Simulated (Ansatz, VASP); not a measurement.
# AlCu3 (AlCu3 (Pmmn)): VASP beside Ansatz

One calculation is typed for both programs; each brings its own data sets. How far apart do they land? The cell is taken from a series of runs on this material, whose earlier steps may have relaxed, scaled, displaced or heated it; both programs get it as it stands.

Method: plane waves, with VASP 6.6.1 beside it; relaxation of cell and atoms at PBEsol, in Ansatz 0.2.0.

## Step 1: Set-up

The structure is orthorhombic, space group Pmmn (No. 59). The conventional cell has a = 4.173 Å, b = 5.107 Å, c = 4.512 Å, α = 90.00°, β = 90.00°, γ = 90.00°. Nearest to Al lie 12 Cu at 2.55 to 2.60 Å. Nearest to Cu lie 4 Al at 2.55 Å and 8 Cu at 2.58 to 2.60 Å. Cu has 8 Cu at 2.54 to 2.60 Å and 4 Al at 2.57 to 2.60 Å nearest. Farther neighbours are not listed.

## Step 2: Ansatz: relaxation of cell and atoms, PBEsol

Ansatz runs on its PAW soft_1 files.

The relaxed volume is the usual yardstick between codes: in a stiff, nearly cubic crystal its relative difference is about their pressure difference at one cell divided by the bulk modulus.

Contents of input.yaml:

```yaml
crystal:
  lattice:
    - [4.1725144, 0.0, 0.0]
    - [0.0, 5.1070175, 0.0]
    - [0.0, 0.0, 4.5117153]
  atoms:
    - { symbol: Al, position: [0.0, 0.0, 0.66111] }
    - { symbol: Al, position: [0.5, 0.5, 0.33889] }
    - { symbol: Cu, position: [0.0, 0.5, 0.66267495] }
    - { symbol: Cu, position: [0.5, 0.0, 0.33732505] }
    - { symbol: Cu, position: [0.0, 0.25094031, 0.16006468] }
    - { symbol: Cu, position: [0.0, 0.74905969, 0.16006468] }
    - { symbol: Cu, position: [0.5, 0.24905969, 0.83993532] }
    - { symbol: Cu, position: [0.5, 0.75094031, 0.83993532] }
basis:
  ecutwfc: 420
  xc_grid: 2
hamiltonian:
  xc: pbesol
  pseudopotentials: { kind: paw, azcp: { folder: soft_1 }, xc_functional: pbe }
kpoints:
  mp_grid: { grid: [9, 8, 9] }
scf:
  occupations: { method: fermi_dirac, width: 0.05 }
  max_iter: 150
output:
  forces: true
  stress: true
relax:
  f_tol: 0.01
  max_steps: 60
  cell: {}
checkpoint:
  write: "../pbesol.run"
  compress: false
  write_wavefunctions: false
  write_every: 100000
```

Launch:

```bash
ansatz run input.yaml --threads 4 --pin off --max-ram 7536MiB --backend cpu --events-out ev --progress --plain --runs-dir out
```

Numbers of over 12 decimals in the logs are rounded to 6 here.

Output:

```text
Engine: ansatz 0.2.0, aarch64-unknown-linux-gnu
Pseudopotentials: kind: paw
Pseudopotential: Al, paw, valence charge 3, recommended cutoff 420 eV (normal), soft_1/Al.paw.azcp
Pseudopotential: Cu, paw, valence charge 19, recommended cutoff 420 eV (normal), soft_1/Cu.paw.azcp
Functional definition: PBEsol
  exchange = pbesol_x
  correlation = pbesol_c
Crystal: 8 atoms, lattice volume = 96.141 Å³
Basis set: ecut = 420 eV, 1875 PW (Γ), exchange–correlation on 60×72×64 points (8 copies of the dense FFT grid, shifted against one another)
Bands: 72, of which v1, the nominal top of the filled ones, is band 60 counted from 1 (59 counted from 0)
Symmetry: 8 space group operations
Space group: Pmmn (ITA 59), of the structure as read, at distance tolerance 4.6e-5 Å
k-points: 125 of 648
Non-local potential: Al, projectors of the file, l = 0: 2, l = 1: 2, l = 2: 1
Non-local potential: Cu, projectors of the file, l = 0: 3, l = 1: 2, l = 2: 3, l = 3: 1
PAW form: soft (Blöchl's): semilocal exchange-correlation on the pseudo side does not see the compensation charge
PAW frozen core: Al, regenerated for the run's functional, and the local potential with it (the file was generated under x = pbe(κ = 0.804, μ = 0.219515), c = pbe(β = 0.066725))
PAW frozen core: Cu, regenerated for the run's functional, and the local potential with it (the file was generated under x = pbe(κ = 0.804, μ = 0.219515), c = pbe(β = 0.066725))
PAW one-centre angular grid: Al, 110 points (default); XC on 64 Gauss nodes
PAW one-centre angular grid: Cu, 590 points (default); XC on 64 Gauss nodes
Initial density: superposition of atomic densities (chi_scale 0.1, normalization cell, long waves kept (reshape's long-wave potential 0.00 eV rms))
Initial wavefunctions: pseudopotential atomic-orbital guess
Functional: x = pbesol(κ = 0.804, μ = 0.123457), c = pbesol(β = 0.046)
SCF iter   1: F=—  HF=-40593.830730 eV  |F-HF|=—  |Δ(HF+E_count)|=         —  Δρ=3.29e-1  dr2=6.73e1  ethr=3.10e-3  ⟨swp⟩=5.1  Hψ=29615  notcnv=0  defer=56
preconditioner: auto → Kerker (q_TF=auto, 2.831 Å⁻¹)  [metal: Δε(μ)=0.010 eV  Ē_g=7.597 eV  σ=0.050 eV  W_gap=0.05  n_scr=34 (ndim 8)  ℏωp=32.1 eV  f_vac=0.000  D(μ)=3.77/eV (n_scr^D=28)]
SCF iter   2: F=—  HF=-40585.287918 eV  |F-HF|=—  |Δ(HF+E_count)|=    8.54e0  Δρ=8.82e-2  dr2=6.67e0  ethr=3.10e-3  ⟨swp⟩=2.0  Hψ=18911  notcnv=0  defer=467
SCF iter   3: F=—  HF=-40583.776702 eV  |F-HF|=—  |Δ(HF+E_count)|=    1.51e0  Δρ=5.09e-2  dr2=2.33e0  ethr=3.10e-3  ⟨swp⟩=2.0  Hψ=11315  notcnv=0  defer=504
SCF iter   4: F=—  HF=-40583.369173 eV  |F-HF|=—  |Δ(HF+E_count)|=   4.08e-1  Δρ=9.86e-3  dr2=1.20e-1  ethr=1.94e-3  ⟨swp⟩=2.0  Hψ=13036  notcnv=0  defer=504
SCF iter   5: F=—  HF=-40583.426325 eV  |F-HF|=—  |Δ(HF+E_count)|=   5.72e-2  Δρ=9.13e-3  dr2=4.65e-2  ethr=1.00e-4  ⟨swp⟩=2.0  Hψ=15771  notcnv=0  defer=513
SCF iter   6: F=—  HF=-40583.413824 eV  |F-HF|=—  |Δ(HF+E_count)|=   1.25e-2  Δρ=1.33e-3  dr2=1.77e-3  ethr=3.87e-5  ⟨swp⟩=2.0  Hψ=13362  notcnv=0  defer=513
SCF iter   7: F=—  HF=-40583.416150 eV  |F-HF|=—  |Δ(HF+E_count)|=   2.33e-3  Δρ=6.90e-4  dr2=6.31e-4  ethr=1.48e-6  ⟨swp⟩=2.0  Hψ=15234  notcnv=0  defer=513
SCF iter   8: F=—  HF=-40583.415974 eV  |F-HF|=—  |Δ(HF+E_count)|=   1.75e-4  Δρ=1.60e-4  dr2=3.17e-5  ethr=5.26e-7  ⟨swp⟩=2.1  Hψ=12887  notcnv=0  defer=513
SCF iter   9: F=—  HF=-40583.415977 eV  |F-HF|=—  |Δ(HF+E_count)|=   2.43e-6  Δρ=3.80e-5  dr2=2.25e-6  ethr=2.64e-8  ⟨swp⟩=2.0  Hψ=12980  notcnv=0  defer=513
SCF iter  10: F=—  HF=-40583.415977 eV  |F-HF|=—  |Δ(HF+E_count)|=   2.52e-7  Δρ=1.07e-5  dr2=1.09e-7  ethr=1.87e-9  ⟨swp⟩=2.0  Hψ=13009  notcnv=0  defer=513
SCF iter  11: F=-40583.415977 eV  HF=-40583.415977 eV  |F-HF|=2.25e-8  |Δ(HF+E_count)|=   7.15e-8  Δρ=5.52e-6  dr2=2.13e-8  ethr=8.33e-11  ⟨swp⟩=3.7  Hψ=24803  notcnv=0
SCF 1 converged in 11 iterations: F = -40583.415977 eV  dr2 = 2.13e-8
  greatest PAW one-centre occupation: 1.000 electrons in one spin orbital (limit 2), on the Cu atom at site 7 (counted from 0), in its partial waves of l = 0
relax step   1: F+E_penalty+E_count = -40583.41597696 eV  Δ(F+E_penalty+E_count) = +0.000e0 eV  max|allowed force component| = 8.219e-2 eV/Å  Δτ_max = 0.0000 Å  P = -0.877 GPa  Ω = 96.141 Å³  (11 SCF iters, dr2 threshold 1.00e-7 eV, accepted)
[...]
relax step   3: F+E_penalty+E_count = -40583.42414245 eV  Δ(F+E_penalty+E_count) = -3.990e-3 eV  max|allowed force component| = 1.507e-2 eV/Å  Δτ_max = 0.0166 Å  P = +0.145 GPa  Ω = 95.494 Å³  energy of the carried Pulay correction = +3.172e-4 eV  (6 SCF iters, dr2 threshold 8.00e-7 eV, accepted)
[...]
relax step   4: F+E_penalty+E_count = -40583.42453253 eV  Δ(F+E_penalty+E_count) = -3.901e-4 eV  max|allowed force component| = 3.837e-3 eV/Å  Δτ_max = 0.0065 Å  P = -0.065 GPa  Ω = 95.634 Å³  energy of the carried Pulay correction = +2.485e-4 eV  (6 SCF iters, dr2 threshold 2.06e-7 eV, accepted)
[...]
relax step   5: F+E_penalty+E_count = -40583.42456642 eV  Δ(F+E_penalty+E_count) = -3.388e-5 eV  max|allowed force component| = 4.141e-4 eV/Å  Δτ_max = 0.0005 Å  P = -0.001 GPa  Ω = 95.593 Å³  energy of the carried Pulay correction = +2.683e-4 eV  (6 SCF iters, dr2 threshold 1.61e-8 eV, accepted)
[...]
relax step   6: F+E_penalty+E_count = -40583.42428393 eV  Δ(F+E_penalty+E_count) = +2.825e-4 eV  max|allowed force component| = 4.338e-4 eV/Å  Δτ_max = 0.0000 Å  P = +0.000 GPa  Ω = 95.593 Å³  stress off target by 1.14e-3 GPa  SCF on the basis re-selected at this cell (its energy is not comparable with the rows above)  (6 SCF iters)
basis re-selected at this cell: Δ(F+E_penalty+E_count) = +2.825e-4 eV, ΔP = +0.001 GPa vs the last step (what re-selecting the basis moved, of the pressure what is left beyond the Pulay correction that the steps carried, after the strain that the cell walked since its last selection, with what the two solves' SCF thresholds leave and, on support functions, any second-order correction that the steps lacked; it is no measure of the basis error at this ecutwfc). The dense FFT grid was sized anew with the basis: this SCF ran on 30×36×30 points, the steps before it on 30×36×32, so part of this shift can come from that change (see relax.cell in the input reference). [rest of the remark cut]
SCF converged after 6 iterations
Free energy (F): -40583.424284 eV
Harris-Foulkes:  -40583.424284 eV  (|F-HF|=4.37e-11)
Internal energy: -40583.405720 eV  (E = F + TS)
E sigma→0 (E₀):  -40583.415002 eV
Entropy (-TS):   -0.018564 eV (-2.320 meV/atom)
Fermi energy:    15.116520 eV
--- Per-component energies (eV) ---
  E_band       = -2339.770776
  E_kinetic    = 1626.838891
  E_local      = -30515.635677  (includes V_loc(G=0)·N_el)
  E_nonlocal   = 5349.346780
  E_hartree    = 13110.615006
  E_xc         = -493.107356
  E_vxc        = -601.002557  (∫ρ·V_xc dr)
  E_paw        = -11571.953829  (= ΣΔE_a)
  E_vpaw       = -4420.552742  (= ΣTr[D̂ρ^β])
  E_aug_tail   = 0.005231  (compensation charges beyond the density's cutoff)
  E_ewald      = -18090.790260
  E_core_change = 1.275494  (= ΣΔE_core)
  E_smearing   = -0.018564  (= −TS)
  E_closure    = 0.000000  (closes the sum)
  Σ components = -40583.424284   (vs F -40583.424284, Δ=0.00e0)
--- Forces (eV/Å), atoms counted from 1 ---
  atom   1  Al    -0.00000000     0.00000000    -0.00043380
  atom   2  Al     0.00000000    -0.00000000     0.00043380
  atom   3  Cu     0.00000000     0.00000000    -0.00026949
  atom   4  Cu    -0.00000000     0.00000000     0.00026949
  atom   5  Cu     0.00000000     0.00019773     0.00022126
  atom   6  Cu    -0.00000000    -0.00019773     0.00022126
  atom   7  Cu     0.00000000    -0.00019773    -0.00022126
  atom   8  Cu     0.00000000     0.00019773    -0.00022126
  max |Σ_I F_I| component: 5.42e-20 eV/Å
--- Stress (GPa, compression-positive) ---
       -0.000330      -0.000000       0.000000
       -0.000000       0.001144      -0.000000
        0.000000      -0.000000      -0.000296
  P = ⅓ Tr σ = 0.0002 GPa (0.002 kbar)
--- Relaxed structure (5 steps of the walk, 5 accepted, 1 SCFs on fresh bases) ---
  F+E_penalty+E_count = -40583.42428393 eV   max|allowed force component| = 4.338e-4 eV/Å   (the final SCF, on the basis selected at the relaxed cell)
  cell:  # Å, volume = 95.5934 Å³
    - [4.177817, 0, 0]
    - [0, 5.128491, 0]
    - [0, 0, 4.461580]
  atoms:
    - { symbol: Al, position: [0, 0, 0.665076] }
    - { symbol: Al, position: [0.5, 0.500000, 0.334924] }
    - { symbol: Cu, position: [0, 0.500000, 0.668796] }
    - { symbol: Cu, position: [0.5, 0, 0.331204] }
    - { symbol: Cu, position: [0, 0.250933, 0.164610] }
    - { symbol: Cu, position: [0, 0.749067, 0.164610] }
    - { symbol: Cu, position: [0.5, 0.249067, 0.835390] }
    - { symbol: Cu, position: [0.5, 0.750933, 0.835390] }
```

(Part 1 of 2 ends here.)

[Lines on the potential files, build, host, timing and source positions are cut from VASP's logs without a mark.]

[Logs are printed without paths, hosts, clocks, repeated set-up lines and the standing remarks that a program may print on its own settings, such as how far it seeks lower states.]

[Hosts, paths, dates, database ids (printed as entryN), source tags and the programs' standing remarks are cut or masked in the printed files.]
